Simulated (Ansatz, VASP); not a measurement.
# Cross-check of Al3Ga5As8 (alloy, x = 0.625, one random ordering in a cell of 16 atoms (invented)) between VASP and Ansatz

Aim: how closely do two programs agree when they are given the same cell, functional and k mesh? The cell is generated by rule, not measured, and may not be a known phase. The cell is taken from a series of runs on this material, whose earlier steps may have relaxed, scaled, displaced or heated it; both programs get it as it stands.

Calculated with Ansatz 0.2.0; plane waves, with VASP 6.6.1 beside it; relaxation of cell and atoms at r2SCAN.

### 1. Starting point

It takes space group I-4m2 (No. 119, tetragonal). The conventional cell has a = 7.999 Å, b = 7.999 Å, c = 11.312 Å, α = 90.00°, β = 90.00°, γ = 90.00°. Nearest to Al lie 4 As at 2.45 Å. Nearest to Ga lie 4 As at 2.45 Å. Nearest to As lie 2 Al at 2.45 Å and 2 Ga at 2.45 Å. Nearest to As lie 3 Ga at 2.45 Å and 1 Al at 2.45 Å. Farther neighbours are not listed.

### 2. VASP: relaxation of cell and atoms, r2SCAN

The relaxed volume is the usual yardstick between codes: in a stiff, nearly cubic crystal its relative difference is about their pressure difference at one cell divided by the bulk modulus.

Lines of VASP's logs that name or quote its potential files are left out, and so is its time.

File INCAR:

```
SYSTEM = Al3Ga5As8
PREC = Accurate
ENCUT = 550
EDIFF = 1E-07
NELM = 120
ISMEAR = 0
SIGMA = 0.02
LREAL = .FALSE.
ALGO = Normal
METAGGA = R2SCAN
LASPH = .TRUE.
NBANDS = 73
LORBIT = 11
LWAVE = .FALSE.
LCHARG = .FALSE.
ISIF = 3
IBRION = 2
NSW = 80
EDIFFG = -0.005
GGA_COMPAT = .FALSE.
NELMIN = 4
EFERMI = MIDGAP
LMIXTAU = .TRUE.
KPAR = 4
```

File POSCAR:

```
Al3Ga5As8
1.0
   -3.9993960000      3.9993960000      5.6560000000
    3.9993960000     -3.9993960000      5.6560000000
    3.9993960000      3.9993960000     -5.6560000000
Al Ga As
3 5 8
Direct
    0.0000000000      0.0000000000      0.0000000000
    0.5000000000      0.0000000000      0.5000000000
    0.0000000000      0.5000000000      0.5000000000
    0.5000000000      0.0000000000      0.0000000000
    0.0000000000      0.0000000000      0.5000000000
    0.5000000000      0.5000000000      0.5000000000
    0.0000000000      0.5000000000      0.0000000000
    0.5000000000      0.5000000000      0.0000000000
    0.1250000000      0.8750000000      0.7500000000
    0.6250000000      0.8750000000      0.7500000000
    0.1250000000      0.8750000000      0.2500000000
    0.6250000000      0.8750000000      0.2500000000
    0.1250000000      0.3750000000      0.2500000000
    0.6250000000      0.3750000000      0.2500000000
    0.1250000000      0.3750000000      0.7500000000
    0.6250000000      0.3750000000      0.7500000000
```

File KPOINTS:

```
Automatic mesh
0
Gamma
4 4 4
0 0 0
```

The projector-augmented-wave data sets are Al, Ga_d and As (PBE family, release 64).

Run with:

```bash
> mpirun -np 4 vasp_std
```

Numbers of over 12 decimals in the logs are rounded to 6 here.

Output:

```text
[banner, memory and clock lines left out]
running    4 mpi-ranks, on    1 nodes
 distrk:  each k-point on    1 cores,    4 groups
 distr:  one band on    1 cores,    1 groups

 POSCAR found type information on POSCAR AlGaAs
 POSCAR found :  3 types and      16 ions
|                                                                             |
|               ----> ADVICE to this user running VASP <----                  |
|                                                                             |
|     You enforced a specific xc type in the INCAR file but a different       |
|     [... a line on the potential file left out ...]
|     I HOPE YOU KNOW WHAT YOU ARE DOING!                                     |
|                                                                             |

 LDA part: xc-table for (None), standard interpolation
 POSCAR, INCAR and KPOINTS ok, starting setup
 FFT: planning ... GRIDC
 FFT: planning ... GRID_SOFT
 FFT: planning ... GRID
 WAVECAR not read
 entering main loop
       N       E                     dE             d eps       ncg     rms          rms(c)
DAV:   1     0.962236045721E+03    0.96224E+03   -0.49543E+04  2124   0.203E+03
DAV:   2     0.162558598680E+00   -0.96207E+03   -0.91143E+03  2066   0.598E+02
DAV:   3    -0.199506385349E+03   -0.19967E+03   -0.18872E+03  2276   0.184E+02
DAV:   4    -0.216737446938E+03   -0.17231E+02   -0.17017E+02  2351   0.529E+01
DAV:   5    -0.217359529356E+03   -0.62208E+00   -0.62050E+00  2628   0.108E+01    0.106E+01
DAV:   6    -0.208939291171E+03    0.84202E+01   -0.47236E+00  2735   0.179E+01    0.590E+00
DAV:   7    -0.199841907779E+03    0.90974E+01   -0.22732E+00  2137   0.690E+00    0.262E+00
DAV:   8    -0.203185987780E+03   -0.33441E+01   -0.27919E+00  2075   0.639E+00    0.979E-01
DAV:   9    -0.202824519600E+03    0.36147E+00   -0.37742E-01  2190   0.329E+00    0.821E-01
DAV:  10    -0.203058147942E+03   -0.23363E+00   -0.12190E-01  2130   0.215E+00    0.392E-01
DAV:  11    -0.203271566021E+03   -0.21342E+00   -0.21105E-01  2064   0.229E+00    0.167E-01
DAV:  12    -0.203286130184E+03   -0.14564E-01   -0.23460E-02  2247   0.894E-01    0.188E-01
DAV:  13    -0.203285575075E+03    0.55511E-03   -0.14667E-03  2282   0.211E-01    0.165E-01
DAV:  14    -0.203286794535E+03   -0.12195E-02   -0.37525E-03  2142   0.313E-01    0.478E-02
DAV:  15    -0.203287850211E+03   -0.10557E-02   -0.16502E-03  2103   0.381E-01    0.920E-02
DAV:  16    -0.203287801890E+03    0.48321E-04   -0.21498E-04  2234   0.984E-02    0.450E-02
DAV:  17    -0.203287838604E+03   -0.36714E-04   -0.25112E-05  2611   0.235E-02    0.294E-02
DAV:  18    -0.203287799769E+03    0.38835E-04   -0.10730E-04  2480   0.775E-02    0.339E-02
DAV:  19    -0.203287990250E+03   -0.19048E-03   -0.60388E-05  2179   0.525E-02    0.351E-02
DAV:  20    -0.203287950723E+03    0.39527E-04   -0.26552E-05  2078   0.472E-02    0.241E-02
DAV:  21    -0.203287987772E+03   -0.37049E-04   -0.44028E-05  2050   0.406E-02    0.593E-03
DAV:  22    -0.203287984785E+03    0.29865E-05   -0.46359E-06  2411   0.169E-02    0.475E-03
DAV:  23    -0.203287984831E+03   -0.45811E-07   -0.96758E-07  2178   0.567E-03
   1 F= -.20328798E+03 E0= -.20328798E+03  d E =-.203288E+03
[...]
2 F= -.20329344E+03 E0= -.20329344E+03  d E =-.545186E-02
[...]
3 F= -.20329507E+03 E0= -.20329507E+03  d E =-.708256E-02
[...]
4 F= -.20329506E+03 E0= -.20329506E+03  d E =-.707406E-02
[...]
5 F= -.20329541E+03 E0= -.20329541E+03  d E =-.350753E-03
 trial-energy change:   -0.000351  1 .order   -0.000350   -0.000500   -0.000200
 step:   1.5447(harm=  1.5651)  dis= 0.00278  next Energy=  -203.295474 (dE=-0.415E-03)
 bond charge predicted
       N       E                     dE             d eps       ncg     rms          rms(c)
DAV:   1    -0.203295437950E+03   -0.28394E-04   -0.70878E-03  2086   0.328E-01    0.304E-02
DAV:   2    -0.203295477121E+03   -0.39171E-04   -0.45036E-04  2415   0.115E-01    0.155E-02
DAV:   3    -0.203295476767E+03    0.35435E-06   -0.43161E-05  2864   0.358E-02    0.869E-03
DAV:   4    -0.203295476785E+03   -0.18421E-07   -0.51792E-06  2503   0.299E-02    0.308E-03
DAV:   5    -0.203295476484E+03    0.30095E-06   -0.27802E-06  2102   0.968E-03    0.101E-03
DAV:   6    -0.203295476461E+03    0.23070E-07   -0.10917E-06  2104   0.518E-03    0.608E-04
DAV:   7    -0.203295476314E+03    0.14649E-06   -0.35379E-07  1709   0.310E-03    0.345E-04
DAV:   8    -0.203295476078E+03    0.23687E-06   -0.49903E-08  1258   0.168E-03    0.116E-04
DAV:   9    -0.203295475903E+03    0.17418E-06   -0.11026E-08  1133   0.106E-03    0.578E-05
DAV:  10    -0.203295475957E+03   -0.53238E-07   -0.31203E-09  1120   0.357E-04
   6 F= -.20329548E+03 E0= -.20329548E+03  d E =-.417061E-03
 curvature:  -0.80 expect dE=-0.490E-05 dE for cont linesearch -0.509E-07
 trial: gam=-0.00152 g(F)=  0.434E-05 g(S)=  0.177E-05 ort = 0.589E-05 (trialstep = 0.106E+01)
 search vector abs. value=  0.610E-05
 reached required accuracy - stopping structural energy minimisation
```

Parts of OUTCAR (step 2):

```text
ion  position               nearest neighbor table
   1  0.000  0.000  0.000-   9 2.45  10 2.45  11 2.45  13 2.45
   2  0.500  0.000  0.500-  10 2.45  11 2.45  12 2.45  16 2.45
   3  0.000  0.500  0.500-   9 2.45  13 2.45  14 2.45  15 2.45
   4  0.500  0.000  0.000-   9 2.45  10 2.45  12 2.45  14 2.45
   5  0.000  0.000  0.500-   9 2.45  11 2.45  12 2.45  15 2.45
   6  0.500  0.500  0.500-  10 2.45  13 2.45  14 2.45  16 2.45
   7  0.000  0.500  0.000-  11 2.45  13 2.45  15 2.45  16 2.45
   8  0.500  0.500  0.000-  12 2.45  14 2.45  15 2.45  16 2.45
   9  0.125  0.875  0.750-   1 2.45   3 2.45   4 2.45   5 2.45
  10  0.625  0.875  0.750-   1 2.45   2 2.45   4 2.45   6 2.45
  11  0.125  0.875  0.250-   1 2.45   2 2.45   5 2.45   7 2.45
  12  0.625  0.875  0.250-   2 2.45   4 2.45   5 2.45   8 2.45
  13  0.125  0.375  0.250-   1 2.45   3 2.45   6 2.45   7 2.45
  14  0.625  0.375  0.250-   3 2.45   4 2.45   6 2.45   8 2.45
  15  0.125  0.375  0.750-   3 2.45   5 2.45   7 2.45   8 2.45
  16  0.625  0.375  0.750-   2 2.45   6 2.45   7 2.45   8 2.45

  LATTYP: Found a face centered cubic cell.
 ALAT       =    11.3120000645

 Subroutine GETGRP returns: Found  8 space group operations
 (whereof  8 operations were pure point group operations)

The static configuration has the point symmetry D_2d.

 Found     13 irreducible k-points:

   k-points           NKPTS =     13   k-points in BZ     NKDIM =     13   number of bands    NBANDS=     73

   dimension x,y,z NGX =    64 NGY =   64 NGZ =   64
   dimension x,y,z NGXF=   128 NGYF=  128 NGZF=  128

   ENCUT  =  550.0 eV  40.42 Ry    6.36 a.u.  15.30 15.30 15.30*2*pi/ulx,y,z

   NELECT =     114.0000    total number of electrons

 k-points in reciprocal lattice and weights: Automatic mesh
   0.00000000  0.00000000  0.00000000       0.016
   0.25000000 -0.00000000  0.00000000       0.125
   0.50000000 -0.00000000  0.00000000       0.062
   0.25000000  0.25000000  0.00000000       0.125
   0.25000000 -0.25000000  0.25000000       0.062
   0.50000000  0.25000000  0.00000000       0.250
   0.50000000 -0.25000000  0.25000000       0.125
  -0.25000000  0.25000000  0.00000000       0.062
  -0.25000000 -0.25000000  0.25000000       0.031
   0.50000000  0.50000000  0.00000000       0.031
   0.50000000  0.50000000  0.50000000       0.016
   0.25000000  0.25000000  0.25000000       0.031
   0.50000000  0.50000000  0.25000000       0.062

 average (electrostatic) potential at core
       1 -79.5352       2 -79.5170       3 -79.5170       4 -71.1809       5 -71.1809
       6 -71.1809       7 -71.1809       8 -71.1670       9 -54.6225      10 -54.6225
      11 -54.6225      12 -54.7158      13 -54.6225      14 -54.7158      15 -54.7158
      16 -54.7158

 E-fermi :   4.2630

 k-point     1 :       0.0000    0.0000    0.0000
  band No.  band energies     occupation
    ...
     53       2.5842      2.00000
     54       2.5981      2.00000
     55       3.5691      2.00000
     56       3.5884      2.00000
     57       3.5884      2.00000
     58       4.9375      0.00000
     59       5.0097      0.00000
     60       5.0097      0.00000
     61       5.3198      0.00000
     62       5.3859      0.00000
    ...

 k-point     2 :       0.2500   -0.0000    0.0000
  band No.  band energies     occupation
    ...
     53       2.2840      2.00000
     54       2.6598      2.00000
     55       2.6642      2.00000
     56       3.3759      2.00000
     57       3.3829      2.00000
     58       5.3743      0.00000
     59       5.5514      0.00000
     60       5.6176      0.00000
     61       5.7381      0.00000
     62       6.0241      0.00000
    ...

 k-point     3 :       0.5000   -0.0000    0.0000
  band No.  band energies     occupation
    ...
     53       1.7058      2.00000
     54       2.9360      2.00000
     55       2.9421      2.00000
     56       3.0167      2.00000
     57       3.0172      2.00000
     58       5.6931      0.00000
     59       5.8027      0.00000
     60       6.0062      0.00000
     61       6.1352      0.00000
     62       6.1459      0.00000
    ...

  Total        0.0065389      0.0065389     -0.0223800      0.0000000      0.0000000      0.0000000
  in kB        0.0286929      0.0286929     -0.0982036      0.0000000      0.0000000      0.0000000
  external PRESSURE =      -0.0136059 kB  Pullay stress =       0.0000000 kB

  energy-cutoff  :      550.00
  volume of cell :      365.13
      direct lattice vectors                 reciprocal lattice vectors
    -4.011839674  4.011839674  5.671472064     0.000000000  0.124631102  0.088160533
     4.011839674 -4.011839674  5.671472064     0.124631102  0.000000000  0.088160533
     4.011839674  4.011839674 -5.671472064     0.124631102  0.124631102  0.000000000

 POSITION                                       TOTAL-FORCE (eV/Angst)
 -----------------------------------------------------------------------------------
      0.00000      0.00000     -0.00000         0.000000     -0.000000      0.000000
      4.01184      0.00000      5.66796         0.000000     -0.000000     -0.001341
      4.01184      0.00000      0.00351         0.000000     -0.000000      0.001341
      6.01633      2.00449      2.83574        -0.001647     -0.001647      0.000000
      6.01633     -2.00449      2.83574        -0.001647      0.001647      0.000000
      2.00735      2.00449      2.83574         0.001647     -0.001647      0.000000
      2.00735     -2.00449      2.83574         0.001647      0.001647     -0.000000
      0.00000      0.00000      5.67147         0.000000     -0.000000      0.000000
      6.01774      0.00000      1.41290         0.003144     -0.000000      0.002076
      4.01184      2.00590      4.25857         0.000000      0.003144     -0.002076
      4.01184     -2.00590      4.25857         0.000000     -0.003144     -0.002076
      2.00878      0.00000      7.08729         0.001407      0.000000      0.000139
      2.00594      0.00000      1.41290        -0.003144      0.000000      0.002076
     -0.00000      2.00878      4.25566         0.000000      0.001407     -0.000139
      4.01184      2.00306     -1.41581         0.000000     -0.001407     -0.000139
      2.00306      4.01184      1.41581        -0.001407     -0.000000      0.000139
 -----------------------------------------------------------------------------------
    total drift:                               -0.000001      0.000001     -0.000000

  FREE ENERGIE OF THE ION-ELECTRON SYSTEM (eV)
  ---------------------------------------------------
  free  energy   TOTEN  =      -203.2954759567 eV

  energy  without entropy=     -203.2954759567  energy(sigma->0) =     -203.29547596

 reached required accuracy - stopping structural energy minimisation

 total charge
# of ion       s       p       d       tot
------------------------------------------
    1        0.401   0.380   0.000   0.781
    2        0.402   0.381   0.000   0.783
    3        0.402   0.381   0.000   0.783
    4        0.844   0.779   9.998  11.620
    5        0.844   0.779   9.998  11.620
    6        0.844   0.779   9.998  11.620
    7        0.844   0.779   9.998  11.620
    8        0.845   0.781   9.998  11.624
    9        1.195   1.684   0.028   2.908
   10        1.195   1.684   0.028   2.908
   11        1.195   1.684   0.028   2.908
   12        1.200   1.657   0.030   2.887
   13        1.195   1.684   0.028   2.908
   14        1.200   1.657   0.030   2.887
   15        1.200   1.657   0.030   2.887
   16        1.200   1.657   0.030   2.887
--------------------------------------------------
tot         15.005  18.402  50.221  83.629

[... 3 further parts left out ...]
```

(Continued in part 2 of 2.)

[Lines on the potential files, build, host, timing and source positions are cut from VASP's logs without a mark.]

[Logs are printed without paths, hosts, clocks, repeated set-up lines and the standing remarks that a program may print on its own settings, such as how far it seeks lower states.]

[Hosts, paths, dates, database ids (printed as entryN), source tags and the programs' standing remarks are cut or masked in the printed files.]
